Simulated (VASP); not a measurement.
Consider the following.

```
CELL_PARAMETERS angstrom
      1.86954    -3.23814     0.00000
      1.86954     3.23814     0.00000
      0.00000     0.00000     6.14648
ATOMIC_POSITIONS crystal
  Zr 0.00000 0.00000 0.00000
  Se 0.33333 0.66667 0.25763
  Se 0.66667 0.33333 0.74237
```

The numbers are results of PBEsol GGA, VASP's PBE PAW potentials (set 64) (plane waves; VASP), not measurements. Run with 400 eV cut-off, 15×15×8 Γ-centred mesh, Gaussian smearing of 0.010 eV, potentials Zr_sv Se.

Without a dispersion term in the relaxation, distances and binding between the weakly bound layers, chains or molecules are unreliable, and so is what depends on them.

### Question
Predict the energy per atom (σ→0).

### Answer

| Quantity | Result |
|---|---|
| energy per atom (σ→0) | -6.938 eV/atom |

Only differences to runs with the same potentials and settings are physical.

The compound is ZrSe2 in the 1T layered structure. It was relaxed first.
